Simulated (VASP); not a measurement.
Here is a VASP 6.6.1 calculation.

The input INCAR:

```
  ALGO = Fast
  EDIFF = 1E-6
  EDIFFG = -0.03
  ENCUT = 400
  GGA = PE
  IBRION = 2
  ISIF = 2
  ISMEAR = 0
  ISYM = 0
  IVDW = 12
  LASPH = True
  LCHARG = False
  LREAL = False
  LWAVE = False
  NELM = 80
  NSW = 120
  PREC = Accurate
  SIGMA = 0.01
```

KPOINTS

```
k-points
0
Gamma
  1 1 1
```

POSCAR

```
MoF6
1.0
   12.9937171634      0.0000000000      0.0000000000
    0.0000000000     13.4937171634      0.0000000000
    0.0000000000      0.0000000000     13.9937171634
Mo F
1 6
Selective dynamics
Direct
    0.4999987501      0.5037054403      0.5000008180  F F F
    0.4310516705      0.5680409000      0.4136566925  T T T
    0.5637645376      0.4384624690      0.4108984078  T T T
    0.5951041002      0.5940903919      0.4971419739  T T T
    0.5689480597      0.4393707997      0.5863441198  T T T
    0.4362358604      0.5689476598      0.5891010351  T T T
    0.4048970216      0.4133203366      0.5028569530  T T T
```

Potentials or basis: VASP PAW PBE potentials, release 64 (Mo_sv, F).

Command:

```bash
$ cat potpaw_PBE.64/Mo_sv/POTCAR potpaw_PBE.64/F/POTCAR > POTCAR
$ mpirun -np 1 vasp_gam > vasp.out
```

**Question.** Estimate the energy gained by relaxing.

**Answer.** 229.9 meV/atom.

**Question.** Predict the dispersion energy per atom.

**Answer.** -0.020 eV.

Final structure:
```cif
data_structure
_symmetry_space_group_name_H-M 'P 1'
_symmetry_Int_Tables_number 1
_cell_length_a 12.9937
_cell_length_b 13.4937
_cell_length_c 13.9937
_cell_angle_alpha 90.000
_cell_angle_beta 90.000
_cell_angle_gamma 90.000
_cell_volume 2453.57
loop_
_atom_site_label
_atom_site_type_symbol
_atom_site_fract_x
_atom_site_fract_y
_atom_site_fract_z
_atom_site_occupancy
Mo1 Mo 0.50000 0.50371 0.50000 1
F1 F 0.42654 0.57225 0.40801 1
F2 F 0.56794 0.43420 0.40507 1
F3 F 0.60132 0.60000 0.49696 1
F4 F 0.57346 0.43516 0.59199 1
F5 F 0.43206 0.57322 0.59493 1
F6 F 0.39868 0.40741 0.50304 1
```
